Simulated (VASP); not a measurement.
Data:

```
CELL_PARAMETERS angstrom
      2.84908     0.00000     0.00000
     -1.42454     2.46738     0.00000
      0.00000     0.00000     4.63403
ATOMIC_POSITIONS crystal
  Al 0.33333 0.66667 0.25000
  Al 0.66667 0.33333 0.75000
```

Computed with PBEsol GGA, VASP's PBE PAW potentials (set 64) (plane waves; VASP). Settings: 400 eV cut-off, Gaussian smearing of 0.050 eV, potentials Al.

Problem. Give the energies of bands 1 to 6 at the high-symmetry points, in eV from the Fermi level.

Solution. 
```tsv
band	Γ	M	K	A	L	H
1	-11.25	-5.40	-3.48	-9.53	-3.99	-2.40
2	-4.64	-5.22	-3.48	-9.53	-3.99	-2.40
3	-4.37	0.58	-3.22	3.52	-3.27	-1.62
4	10.57	1.17	2.43	3.52	-3.27	-1.62
5	10.57	1.46	2.43	11.81	7.04	-1.04
6	10.96	1.79	2.55	11.81	7.04	-1.04
```

It has no gap at this level: it comes out as a metal or semimetal.

The structure was generated: Al was put into the hcp type (P6_3/mmc), which need not be its known phase. It was relaxed first.
